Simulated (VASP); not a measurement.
Consider the following.

```xyz
6
Lattice="1.7199 -2.9789 0.0000 1.7199 2.9789 0.0000 0.0000 0.0000 13.7112" Properties=species:S:1:pos:R:3 pbc="T T T"
W      1.7199     0.9930     3.4278
W      1.7199    -0.9930    10.2834
Se     1.7199     0.9930    11.9859
Se     1.7199    -0.9930     5.1303
Se     1.7199    -0.9930     1.7253
Se     1.7199     0.9930     8.5809
```

Computed with vdW-DF2, VASP's PBE PAW potentials (set 64) (plane waves; VASP). Numerical set-up: 520 eV cut-off, Gaussian smearing of 0.050 eV, potentials W_sv Se.

Unless said otherwise, spin-orbit coupling is left out, though it shifts the bands of the heavy elements here.

Task: Give the energies of bands 17 to 30 at the high-symmetry points, in eV from the valence-band maximum.

Result: 
| band | Γ | M | K | A | L | H |
|---|---|---|---|---|---|---|
| 17 | -2.50 | -4.25 | -4.13 | -2.49 | -3.98 | -4.04 |
| 18 | -2.48 | -3.78 | -3.95 | -2.49 | -3.98 | -4.04 |
| 19 | -2.48 | -3.06 | -3.71 | -2.20 | -3.03 | -3.82 |
| 20 | -1.55 | -3.00 | -3.71 | -2.20 | -3.03 | -3.82 |
| 21 | -1.55 | -2.27 | -3.25 | -1.53 | -2.22 | -3.07 |
| 22 | -1.52 | -2.13 | -3.25 | -1.53 | -2.22 | -3.07 |
| 23 | -1.52 | -1.38 | -2.34 | -1.53 | -1.31 | -2.43 |
| 24 | -1.13 | -1.24 | -2.34 | -1.53 | -1.31 | -2.43 |
| 25 | -0.69 | -1.07 | -0.35 | -0.17 | -1.02 | -0.30 |
| 26 | 0.00 | -0.98 | -0.23 | -0.17 | -1.02 | -0.30 |
| 27 | 2.30 | 1.67 | 1.00 | 2.29 | 1.68 | 1.00 |
| 28 | 2.30 | 1.69 | 1.00 | 2.30 | 1.68 | 1.00 |
| 29 | 2.32 | 1.95 | 2.08 | 2.30 | 2.02 | 2.43 |
| 30 | 2.33 | 2.07 | 2.65 | 2.33 | 2.02 | 2.43 |

The gap is indirect, 1.00 eV, from the valence maximum at Γ to the conduction minimum at K.

The compound is WSe2 in the 2H layered structure. It was relaxed first, which changed the volume by +16 %.
